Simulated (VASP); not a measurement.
MgH8Cl2O4: single point with PBE+D3(BJ)

MgH8Cl2O4:

```
O H Mg Cl
1.0
     5.51127    0.00000    0.00000
     0.00000    5.51127    0.00000
     0.00000    0.00000    5.51127
O H Mg Cl
4 8 1 2
Direct
  0.32392 0.98681 0.23595
  0.04480 0.66990 0.75924
  0.87815 0.09207 0.09203
  0.79815 0.50520 0.44915
  0.36694 0.83393 0.14008
  0.34293 0.94172 0.41197
  0.07744 0.84039 0.71102
  0.19486 0.59413 0.81493
  0.02998 0.05079 0.14632
  0.82411 0.01045 0.94588
  0.91520 0.55809 0.58932
  0.88887 0.56513 0.31027
  0.62601 0.23323 0.30507
  0.55009 0.02181 0.67177
  0.51315 0.53567 0.00441
```

The cell was built by a generator and needn't be a form met in nature.

```yaml
Program: VASP 6.6.1
Task: single point
Functional: PBE
Dispersion: D3(BJ)
Potentials_or_basis: VASP PAW PBE potentials, release 64 (O, H, Mg, Cl)
Cutoff: 520 eV
k_mesh: 1 × 1 × 1
Occupations: fermi-dirac, width 0.02 eV
Spin: no spin polarisation
Dipole_correction: no
Further_INCAR_settings: LREAL = Auto; ALGO = Fast; EDIFF = 1e-07; NBANDS = 37
```

The pressure is 4.4 GPa and the largest force is 3.845 eV/Å. The band gap on the k mesh is 4.14 eV, direct and the dispersion energy per atom is -0.073 eV.

Forces on the atoms (eV/Å):
```
O   -0.382 -0.427 -0.097
O   -0.064  1.594  0.221
O   -3.334  1.485 -0.392
O    0.586 -0.223 -0.409
H    0.195  0.224  0.380
H    0.027 -0.153 -0.492
H    0.241 -0.976  0.339
H    0.937 -0.001  0.325
H    3.579 -1.102  0.872
H   -0.208 -0.293 -0.460
H   -0.763 -0.293  0.058
H   -0.253  0.253 -0.441
Mg  -0.647 -0.008 -0.379
Cl   0.485  0.155  0.529
Cl  -0.399 -0.234 -0.055
```

Stress tensor (GPa, compression positive):
```
 6.65 -0.43  3.42
-0.43  1.19  1.09
 3.42  1.09  5.32
```

Levels at points of the mesh, in eV from the valence-band top:
```csv
k point,band 21,band 22,band 23,band 24,band 25,band 26,band 27,band 28
"(0.00, 0.00, 0.00)",-0.82,-0.55,-0.42,0.00,4.14,6.72,7.91,7.94
```

Run time: 15 s on 1 thread of Intel(R) Xeon(R) Platinum 8488C (Sapphire Rapids) (shared host), peak memory 0.25 GiB.

PBE gaps usually lie below the measured ones, often by a third to a half.
